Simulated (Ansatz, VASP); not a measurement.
# ZrC in two plane-wave programs

Wanted: the spread between two codes on one cell, functional and k mesh. The cell is generated by rule, not measured, and may not be a known phase. Of the first pair: The two relaxations start from unlike cells of this crystal (the structure described is Ansatz's start), so only their ends are compared.

Calculated with Ansatz 0.2.0; plane waves, with VASP 6.6.1 beside it; relaxation of cell and atoms at LDA.

### 1. The starting structure

Symmetry: Pm-3m, No. 221, cubic system. The conventional cell has a = 2.666 Å, b = 2.666 Å, c = 2.666 Å, α = 90.00°, β = 90.00°, γ = 90.00°. Nearest to Zr lie 8 C at 2.31 Å. Nearest to C lie 8 Zr at 2.31 Å. Farther neighbours are not listed.

Structure file:

```xyz
2
Lattice="2.6660 0.0000 0.0000 0.0000 2.6660 0.0000 0.0000 0.0000 2.6660" Properties=species:S:1:pos:R:3 pbc="T T T"
Zr    0.0000    0.0000    0.0000
C     1.3330    1.3330    1.3330
```

### 2. VASP: relaxation of cell and atoms, LDA, pair 1

The relaxed volume is the usual yardstick between codes: in a stiff, nearly cubic crystal its relative difference is about their pressure difference at one cell divided by the bulk modulus.

Lines of VASP's logs that name or quote its potential files are left out, and so is its time.

Contents of INCAR:

```
SYSTEM = ZrC
PREC = Accurate
ENCUT = 600
EDIFF = 1E-07
NELM = 120
ISMEAR = 0
SIGMA = 0.1
LREAL = .FALSE.
ALGO = Normal
GGA = PW92
NBANDS = 14
LASPH = .TRUE.
LORBIT = 11
LWAVE = .FALSE.
LCHARG = .FALSE.
ISIF = 3
IBRION = 2
NSW = 80
EDIFFG = -0.005
GGA_COMPAT = .FALSE.
NELMIN = 4
KPAR = 2
```

Contents of POSCAR:

```
ZrC
1.0
    2.8708666500      0.0000000000      0.0000000000
    0.0000000000      2.8708666500      0.0000000000
    0.0000000000      0.0000000000      2.8708666500
Zr C
1 1
Direct
    0.0000000000      0.0000000000      0.0000000000
    0.5000000000      0.5000000000      0.5000000000
```

Contents of KPOINTS:

```
Automatic mesh
0
Gamma
8 8 8
0 0 0
```

PAW data sets: Zr_sv and C (LDA family, release 64).

Run with:

```sh
mpirun -np 2 vasp_std
```

Numbers of over 12 decimals in the logs are rounded to 6 here.

Log:

```text
[banner, memory and clock lines left out]
running    2 mpi-ranks, on    1 nodes
 distrk:  each k-point on    1 cores,    2 groups
 distr:  one band on    1 cores,    1 groups

 POSCAR found type information on POSCAR ZrC
 POSCAR found :  2 types and       2 ions
|                                                                             |
|               ----> ADVICE to this user running VASP <----                  |
|                                                                             |
|     You enforced a specific xc type in the INCAR file but a different       |
|     [... a line on the potential file left out ...]
|     I HOPE YOU KNOW WHAT YOU ARE DOING!                                     |
|                                                                             |

 LDA part: xc-table for (Slater(with rela. corr.)+PW92), standard interpolation
 POSCAR, INCAR and KPOINTS ok, starting setup
 FFT: planning ... GRIDC
 FFT: planning ... GRID_SOFT
 FFT: planning ... GRID
 WAVECAR not read
 entering main loop
       N       E                     dE             d eps       ncg     rms          rms(c)
DAV:   1     0.110107275381E+03    0.11011E+03   -0.96215E+03   980   0.130E+03
DAV:   2    -0.174990552383E+02   -0.12761E+03   -0.11963E+03  1244   0.315E+02
DAV:   3    -0.223066592489E+02   -0.48076E+01   -0.47518E+01  1450   0.533E+01
DAV:   4    -0.223789242363E+02   -0.72265E-01   -0.72238E-01  1234   0.649E+00
DAV:   5    -0.223796744242E+02   -0.75019E-03   -0.75016E-03  1388   0.530E-01    0.194E+01
DAV:   6    -0.195769962295E+02    0.28027E+01   -0.77911E+00  1118   0.256E+01    0.838E+00
DAV:   7    -0.189089576091E+02    0.66804E+00   -0.14222E+00  1142   0.989E+00    0.719E+00
DAV:   8    -0.188846897765E+02    0.24268E-01   -0.24496E-01  1268   0.454E+00    0.246E+00
DAV:   9    -0.188721872037E+02    0.12503E-01   -0.21173E-02  1108   0.159E+00    0.247E-01
DAV:  10    -0.188723428193E+02   -0.15562E-03   -0.31031E-03  1362   0.537E-01    0.816E-02
DAV:  11    -0.188722061390E+02    0.13668E-03   -0.24493E-04  1178   0.140E-01    0.289E-02
DAV:  12    -0.188722035574E+02    0.25816E-05   -0.14851E-05  1308   0.350E-02    0.286E-02
DAV:  13    -0.188722012854E+02    0.22720E-05   -0.31989E-06  1208   0.190E-02    0.350E-03
DAV:  14    -0.188722012780E+02    0.74081E-08   -0.24908E-07  1190   0.414E-03
   1 F= -.18872201E+02 E0= -.18866830E+02  d E =-.188722E+02
 curvature:   0.00 expect dE= 0.000E+00 dE for cont linesearch  0.000E+00
 trial: gam= 0.00000 g(F)=  0.000E+00 g(S)=  0.104E-04 ort = 0.000E+00 (trialstep = 0.100E+01)
 search vector abs. value=  0.104E-04
 bond charge predicted
       N       E                     dE             d eps       ncg     rms          rms(c)
DAV:   1    -0.188722863977E+02   -0.85112E-04   -0.24292E-03  1268   0.505E-01    0.111E-01
DAV:   2    -0.188722138444E+02    0.72553E-04   -0.18274E-04  1236   0.159E-01    0.305E-02
DAV:   3    -0.188721995112E+02    0.14333E-04   -0.40657E-05  1266   0.462E-02    0.981E-03
DAV:   4    -0.188721984606E+02    0.10506E-05   -0.15127E-05  1564   0.338E-02    0.118E-02
DAV:   5    -0.188721997516E+02   -0.12910E-05   -0.71417E-07  1354   0.757E-03    0.327E-03
DAV:   6    -0.188722001849E+02   -0.43334E-06   -0.11695E-06  1334   0.672E-03    0.131E-03
DAV:   7    -0.188722001936E+02   -0.87018E-08   -0.27672E-08   732   0.161E-03
   2 F= -.18872200E+02 E0= -.18866838E+02  d E =0.108436E-05
 trial-energy change:    0.000001  1 .order    0.000001   -0.000010    0.000013
 step:   0.4426(harm=  0.4426)  dis= 0.00000  next Energy=   -18.872204 (dE=-0.230E-05)
 bond charge predicted
       N       E                     dE             d eps       ncg     rms          rms(c)
DAV:   1    -0.188722303521E+02   -0.30167E-04   -0.75223E-04  1282   0.281E-01    0.615E-02
DAV:   2    -0.188722079965E+02    0.22356E-04   -0.56963E-05  1240   0.884E-02    0.168E-02
DAV:   3    -0.188722035579E+02    0.44387E-05   -0.12365E-05  1254   0.255E-02    0.546E-03
DAV:   4    -0.188722032451E+02    0.31279E-06   -0.47173E-06  1558   0.188E-02    0.660E-03
DAV:   5    -0.188722036550E+02   -0.40989E-06   -0.22429E-07  1212   0.425E-03    0.175E-03
DAV:   6    -0.188722037857E+02   -0.13070E-06   -0.37477E-07  1194   0.386E-03    0.723E-04
DAV:   7    -0.188722037873E+02   -0.16173E-08   -0.10249E-08   580   0.973E-04
   3 F= -.18872204E+02 E0= -.18866837E+02  d E =-.250933E-05
 curvature:  -0.22 expect dE=-0.107E-08 dE for cont linesearch -0.107E-08
 trial: gam=-0.02110 g(F)=  0.894E-68 g(S)=  0.484E-08 ort = 0.225E-06 (trialstep = 0.889E+00)
 search vector abs. value=  0.102E-09
 reached required accuracy - stopping structural energy minimisation
```

Parts of OUTCAR (step 2):

```text
ion  position               nearest neighbor table
   1  0.000  0.000  0.000-   2 2.49   2 2.49   2 2.49   2 2.49   2 2.49   2 2.49   2 2.49   2 2.49

  LATTYP: Found a simple cubic cell.
 ALAT       =     2.8708666500

 Subroutine GETGRP returns: Found 48 space group operations
 (whereof 48 operations were pure point group operations)

The static configuration has the point symmetry O_h .

 Found     35 irreducible k-points:

   k-points           NKPTS =     35   k-points in BZ     NKDIM =     35   number of bands    NBANDS=     14

   dimension x,y,z NGX =    24 NGY =   24 NGZ =   24
   dimension x,y,z NGXF=    48 NGYF=   48 NGZF=   48

   ENCUT  =  600.0 eV  44.10 Ry    6.64 a.u.   5.73  5.73  5.73*2*pi/ulx,y,z

   NELECT =      16.0000    total number of electrons

 k-points in reciprocal lattice and weights: Automatic mesh
   0.00000000  0.00000000  0.00000000       0.002
   0.12500000  0.00000000  0.00000000       0.012
   0.25000000  0.00000000  0.00000000       0.012
   0.37500000  0.00000000  0.00000000       0.012
   0.50000000  0.00000000  0.00000000       0.006
   0.12500000  0.12500000  0.00000000       0.023
   0.25000000  0.12500000  0.00000000       0.047
   0.37500000  0.12500000  0.00000000       0.047
   0.50000000  0.12500000  0.00000000       0.023
[...]
0.50000000  0.50000000  0.37500000       0.012
   0.50000000  0.50000000  0.50000000       0.002

 average (electrostatic) potential at core
       1 -71.7997       2 -47.2003

 E-fermi :  10.8979

 k-point     1 :       0.0000    0.0000    0.0000
  band No.  band energies     occupation
    ...
      3     -14.8327      2.00000
      4     -14.8327      2.00000
      5      -0.9441      2.00000
      6       8.7920      2.00000
      7       8.7920      2.00000
      8      12.2018      0.00000
      9      12.2018      0.00000
     10      12.2018      0.00000
     11      16.4731      0.00000
     12      16.4731      0.00000
    ...

 k-point     2 :       0.1250    0.0000    0.0000
  band No.  band energies     occupation
    ...
      3     -14.8101      2.00000
      4     -14.8101      2.00000
      5      -0.6140      2.00000
      6       8.7066      2.00000
      7       8.9326      2.00000
      8      11.7319      0.00000
      9      11.7319      0.00000
     10      12.1670      0.00000
     11      16.5431      0.00000
     12      16.8758      0.00000
    ...

 k-point     3 :       0.2500    0.0000    0.0000
  band No.  band energies     occupation
    ...
      5       0.2513      2.00000
      6       7.6560      2.00000
      7       9.3023      2.00000
      8      10.8133      1.76836
      9      10.8133      1.76836
     10      13.3919      0.00000
     11      16.7183      0.00000
     12      17.7257      0.00000
     13      17.7257      0.00000
     14      21.3878      0.00000

  Total       -0.0002587     -0.0002587     -0.0002587     -0.0000000      0.0000000      0.0000000
  in kB       -0.0175239     -0.0175239     -0.0175239     -0.0000000      0.0000000      0.0000000
  external PRESSURE =      -0.0175239 kB  Pullay stress =       0.0000000 kB

  energy-cutoff  :      600.00
  volume of cell :       23.65
      direct lattice vectors                 reciprocal lattice vectors
     2.870498946 -0.000000000 -0.000000000     0.348371492 -0.000000000  0.000000000
     0.000000000  2.870498946 -0.000000000     0.000000000  0.348371492  0.000000000
    -0.000000000  0.000000000  2.870498946     0.000000000  0.000000000  0.348371492

 POSITION                                       TOTAL-FORCE (eV/Angst)
 -----------------------------------------------------------------------------------
      0.00000      0.00000      0.00000        -0.000000      0.000000      0.000000
      1.43525      1.43525      1.43525         0.000000      0.000000      0.000000
 -----------------------------------------------------------------------------------
    total drift:                                0.000000      0.000000     -0.000000

  FREE ENERGIE OF THE ION-ELECTRON SYSTEM (eV)
  ---------------------------------------------------
  free  energy   TOTEN  =       -18.8722037873 eV

  energy  without entropy=      -18.8614708295  energy(sigma->0) =      -18.86683731

 reached required accuracy - stopping structural energy minimisation

 total charge
# of ion       s       p       d       tot
------------------------------------------
    1        2.196   6.007   1.817  10.020
    2        0.873   1.427   0.000   2.299
--------------------------------------------------
tot          3.069   7.433   1.817  12.319

[... 3 further parts left out ...]
```

The run keeps the 48 symmetry operations of its start, so it cannot find a distortion of lower symmetry.

### 3. Ansatz: relaxation of cell and atoms, LDA, pair 1

Ansatz runs on its default PAW (the set named soft_2) files.

Its own start cell and the same functional (in two slightly different forms), mesh and smearing now go to Ansatz, which takes its cutoff from its data sets.

Contents of input.yaml:

```yaml
crystal:
  lattice:
    - [2.66597, 0.0, 0.0]
    - [0.0, 2.66597, 0.0]
    - [0.0, 0.0, 2.66597]
  atoms:
    - { symbol: Zr, position: [0.0, 0.0, 0.0] }
    - { symbol: C, position: [0.5, 0.5, 0.5] }
kpoints:
  mp_grid: { grid: [8, 8, 8] }
hamiltonian:
  xc: lda
scf:
  occupations: { method: gaussian, width: 0.1 }
output:
  forces: true
  stress: true
  eigenvalues: true
relax:
  adjacent_minimum: "off"
  f_tol: 0.05
  max_steps: 80
  cell: { stress_tol: 0.5 }
```

Run with:

```sh
ansatz run input.yaml --threads 4 --pin off --max-ram 7168MiB --backend cpu --events-out ev --progress --plain --runs-dir out
```

Log:

```text
The last accepted step is kept in <dir> (removed where the run ends without a failure and the disk answers)
Engine: ansatz 0.2.0, aarch64-unknown-linux-gnu
Pseudopotentials: kind: paw
Pseudopotential: Zr, paw, valence charge 12, recommended cutoff 420 eV (normal), Zr.paw.azcp
Pseudopotential: C, paw, valence charge 4, recommended cutoff 420 eV (normal), C.paw.azcp
Functional definition: SPW92
  exchange = slater_x
  correlation = pw_c
Crystal: 2 atoms, lattice volume = 18.948 Å³
Basis set: ecut = 420 eV, 365 PW (Γ)
Bands: 12, of which v1, the nominal top of the filled ones, is band 8 counted from 1 (7 counted from 0)
Symmetry: 48 space group operations
Space group: Pm-3m (ITA 221), of the structure as read, at distance tolerance 2.7e-5 Å
k-points: 35 of 512
Non-local potential: Zr, projectors of the file, l = 0: 3, l = 1: 2, l = 2: 2, l = 3: 2
Non-local potential: C, projectors of the file, l = 0: 2, l = 1: 2, l = 2: 1
PAW form: soft (Blöchl's): semilocal exchange-correlation on the pseudo side does not see the compensation charge
PAW frozen core: Zr, regenerated for the run's functional, and the local potential with it (the file was generated under x = pbe(κ = 0.804, μ = 0.219515), c = pbe(β = 0.066725))
PAW frozen core: C, regenerated for the run's functional, and the local potential with it (the file was generated under x = pbe(κ = 0.804, μ = 0.219515), c = pbe(β = 0.066725))
PAW one-centre angular grid: Zr, 590 points (default); XC on 64 Gauss nodes
PAW one-centre angular grid: C, 110 points (default); XC on 64 Gauss nodes
Initial density: superposition of atomic densities (neutral atoms: chi_scale 0, normalization atom), corrected by the library's trained network
Initial wavefunctions: pseudopotential atomic-orbital guess
Functional: x = slater, c = lda
SCF iter   1: F=—  HF=-4319.013797 eV  |F-HF|=—  |Δ(HF+E_count)|=         —  Δρ=1.64e-2  dr2=6.81e-2  ethr=1.77e-3  ⟨swp⟩=5.0  Hψ=2190  notcnv=0
preconditioner: auto → none  [metal: Δε(μ)=0.096 eV  Ē_g=18.969 eV  σ=0.100 eV  W_gap=0.48  n_scr=6 (ndim 8)  ℏωp=31.9 eV  f_vac=0.000  D(μ)=2.14/eV (n_scr^D=26)  sad-step TF]
SCF iter   2: F=—  HF=-4319.007218 eV  |F-HF|=—  |Δ(HF+E_count)|=   6.58e-3  Δρ=1.17e-2  dr2=3.72e-2  ethr=4.26e-4  ⟨swp⟩=1.0  Hψ=700  notcnv=0
SCF iter   3: F=—  HF=-4318.999054 eV  |F-HF|=—  |Δ(HF+E_count)|=   8.16e-3  Δρ=1.60e-3  dr2=2.78e-4  ethr=2.33e-4  ⟨swp⟩=2.2  Hψ=640  notcnv=0
SCF iter   4: F=—  HF=-4318.998958 eV  |F-HF|=—  |Δ(HF+E_count)|=   9.65e-5  Δρ=3.25e-4  dr2=1.31e-5  ethr=1.74e-6  ⟨swp⟩=2.5  Hψ=625  notcnv=0
SCF iter   5: F=—  HF=-4318.998952 eV  |F-HF|=—  |Δ(HF+E_count)|=   5.77e-6  Δρ=3.85e-5  dr2=1.46e-7  ethr=8.18e-8  ⟨swp⟩=2.0  Hψ=686  notcnv=0
SCF iter   6: F=-4318.998952 eV  HF=-4318.998952 eV  |F-HF|=5.25e-10  |Δ(HF+E_count)|=   5.00e-8  Δρ=4.63e-6  dr2=1.84e-9  ethr=6.25e-10  ⟨swp⟩=5.1  Hψ=1801  notcnv=0
SCF 1 converged in 6 iterations: F = -4318.998952 eV  dr2 = 1.84e-9
  greatest PAW one-centre occupation: 0.998 electrons in one spin orbital (limit 2), on the Zr atom at site 0 (counted from 0), in its partial waves of l = 0
relax step   1: F+E_penalty+E_count = -4318.99895195 eV  Δ(F+E_penalty+E_count) = +0.000e0 eV  max|allowed force component| = 7.938e-30 eV/Å  Δτ_max = 0.0000 Å  P = +75.138 GPa  Ω = 18.948 Å³  (6 SCF iters, dr2 threshold 1.00e-7 eV, accepted)
[...]
relax step   5: F+E_penalty+E_count = -4319.90965266 eV  Δ(F+E_penalty+E_count) = -2.378e-2 eV  max|allowed force component| = 4.437e-31 eV/Å  Δτ_max = 0.0000 Å  P = +1.009 GPa  Ω = 23.520 Å³  stress off target by 1.01e0 GPa  SCF on the basis re-selected at this cell (its energy is not comparable with the rows above)  (6 SCF iters)
[...]
relax step   6: F+E_penalty+E_count = -4319.90976070 eV  Δ(F+E_penalty+E_count) = -1.080e-4 eV  max|allowed force component| = 1.545e-30 eV/Å  Δτ_max = 0.0000 Å  P = +0.039 GPa  Ω = 23.623 Å³  energy of the carried Pulay correction = -2.298e-4 eV  (6 SCF iters, dr2 threshold 2.00e-7 eV, accepted)
[...]
relax step   7: F+E_penalty+E_count = -4319.91004848 eV  Δ(F+E_penalty+E_count) = -2.878e-4 eV  max|allowed force component| = 3.123e-31 eV/Å  Δτ_max = 0.0000 Å  P = +0.043 GPa  Ω = 23.623 Å³  stress off target by 4.28e-2 GPa  SCF on the basis re-selected at this cell (its energy is not comparable with the rows above)  (7 SCF iters)
basis re-selected at this cell: Δ(F+E_penalty+E_count) = -2.878e-4 eV, ΔP = +0.004 GPa vs the last step (what re-selecting the basis moved, of the pressure what is left beyond the Pulay correction that the steps carried, after the strain that the cell walked since its last selection, with what the two solves' SCF thresholds leave and, on support functions, any second-order correction that the steps lacked; it is no m [...]
SCF converged after 7 iterations
Free energy (F): -4319.910048 eV
Harris-Foulkes:  -4319.910048 eV  (|F-HF|=1.82e-12)
Internal energy: -4319.899357 eV  (E = F + TS)
E sigma→0 (E₀):  -4319.904703 eV
Entropy (-TS):   -0.010692 eV (-5.346 meV/atom)
Fermi energy:    16.565723 eV
--- Per-component energies (eV) ---
  E_band       = -22.282435
  E_kinetic    = 425.073310
  E_local      = -532.173201  (includes V_loc(G=0)·N_el)
  E_nonlocal   = 111.317530
  E_hartree    = 158.031750
  E_xc         = -210.238251
  E_vxc        = -252.627141  (∫ρ·V_xc dr)
  E_paw        = -2940.058400  (= ΣΔE_a)
  E_vpaw       = -89.936460  (= ΣTr[D̂ρ^β])
  E_aug_tail   = 0.000027  (compensation charges beyond the density's cutoff)
  E_ewald      = -1332.285354
  E_core_change = 0.433233  (= ΣΔE_core)
  E_smearing   = -0.010692  (= −TS)
  E_closure    = 0.000000  (closes the sum)
  Σ components = -4319.910048   (vs F -4319.910048, Δ=0.00e0)
--- Forces (eV/Å), atoms counted from 1 ---
  atom   1  Zr     0.00000000    -0.00000000    -0.00000000
  atom   2  C      0.00000000    -0.00000000     0.00000000
  max |Σ_I F_I| component: 5.59e-31 eV/Å
--- Stress (GPa, compression-positive) ---
        0.042847      -0.000000       0.000000
       -0.000000       0.042847       0.000000
        0.000000       0.000000       0.042847
  P = ⅓ Tr σ = 0.0428 GPa (0.428 kbar)
--- Band table (eV; the first three rows and the last of 35) ---
  k-point 0: bands = [... 4 lower, 4.6989, 14.4615, 14.4615, 17.8682, 17.8682, 17.8682, 22.1558, 22.1558]
  k-point 1: bands = [... 4 lower, 5.0305, 14.3735, 14.6022, 17.3993, 17.3993, 17.8347, 22.2257, 22.5573]
  k-point 2: bands = [... 4 lower, 5.8996, 13.3162, 14.9722, 16.4814, 16.4814, 19.0659, 22.4006, 23.4066]
  k-point 34: bands = [... 4 lower, 9.5602, 10.9674, 10.9674, 10.9674, 24.8653, 24.8653, 25.7639, 25.7639]
--- Relaxed structure (5 steps of the walk, 5 accepted, 2 SCFs on fresh bases) ---
  F+E_penalty+E_count = -4319.91004848 eV   max|allowed force component| = 3.123e-31 eV/Å   (the final SCF, on the basis selected at the relaxed cell)
  cell:  # Å, volume = 23.6234 Å³
    - [2.869333, 0, 0]
    - [0, 2.869333, 0]
    - [0, 0, 2.869333]
  atoms:
    - { symbol: Zr, position: [0, 0, 0] }
    - { symbol: C, position: [0.5, 0.5, 0.5] }
```

In the SCF lines HF is the Harris–Foulkes energy and dr2 the Hartree energy of the density residual, in eV; the loop may stop once dr2 is under the threshold and the program's other checks hold. Hψ counts applications of the Hamiltonian.

### 4. Differences

Known differences besides the potentials themselves: the cutoff is 420 eV in Ansatz and 600 eV in VASP; VASP's log shows a relativistic correction to its local exchange, Ansatz's none; Ansatz adds a Pulay correction to the stress that steers its cell, VASP none. Total energies have different zeros and are not compared.

The two programs side by side:

```csv
quantity,Ansatz,VASP,difference
volume (Å³),23.62,23.65,-0.12 %
"edge a after relaxation, in the typed setting (Å)",2.869,2.870,-0.04 %
```

### 5. Ansatz: relaxation of cell and atoms, LDA, pair 2

The relaxed volume is the usual yardstick between codes: in a stiff, nearly cubic crystal its relative difference is about their pressure difference at one cell divided by the bulk modulus. Its start cell is another than that of the pair before, and may be another structure of the material.

The cell is taken from a series of runs on this material, whose earlier steps may have relaxed, scaled, displaced or heated it; both programs get it as it stands.

Contents of input.yaml:

```yaml
crystal:
  lattice:
    - [2.8693332918, 0.0, 0.0]
    - [0.0, 2.8693332918, 0.0]
    - [0.0, 0.0, 2.8693332918]
  atoms:
    - { symbol: Zr, position: [0.0, 0.0, 0.0] }
    - { symbol: C, position: [0.5, 0.5, 0.5] }
kpoints:
  mp_grid: { grid: [12, 12, 12] }
hamiltonian:
  xc: lda
scf:
  occupations: { method: gaussian, width: 0.1 }
output:
  forces: true
  stress: true
  eigenvalues: true
  write_density: true
  write_potential: true
  elf: true
  volumetric_format: npy
relax:
  adjacent_minimum: "off"
  f_tol: 0.005
  max_steps: 80
  cell: { stress_tol: 0.05 }
```

Log:

```text
[...]
Crystal: 2 atoms, lattice volume = 23.623 Å³
Basis set: ecut = 420 eV, 461 PW (Γ)
Bands: 12, of which v1, the nominal top of the filled ones, is band 8 counted from 1 (7 counted from 0)
Symmetry: 48 space group operations
[...]
k-points: 84 of 1728
[...]
k-point 83: bands = [... 4 lower, 9.5158, 10.9444, 10.9444, 10.9444, 24.8372, 24.8372, 25.7171, 25.7171]
--- Relaxed structure (3 steps of the walk, 3 accepted, 1 SCFs on fresh bases) ---
[...]
cell:  # Å, volume = 23.6578 Å³
    - [2.870724, 0, 0]
    - [0, 2.870724, 0.0]
    - [0, 0.0, 2.870724]
  atoms:
    - { symbol: Zr, position: [0, 0, 0] }
    - { symbol: C, position: [0.5, 0.5, 0.5] }
[key lines of the parts left out:]
SCF converged after 7 iterations
Free energy (F): -4319.903658 eV
Fermi energy:    16.551426 eV
P = ⅓ Tr σ = 0.0026 GPa (0.026 kbar)
```

(Part 1 of 2 ends here.)

[Lines on the potential files, build, host, timing and source positions are cut from VASP's logs without a mark.]

[Logs are printed without paths, hosts, clocks, repeated set-up lines and the standing remarks that a program may print on its own settings, such as how far it seeks lower states.]

[Hosts, paths, dates, database ids (printed as entryN), source tags and the programs' standing remarks are cut or masked in the printed files.]
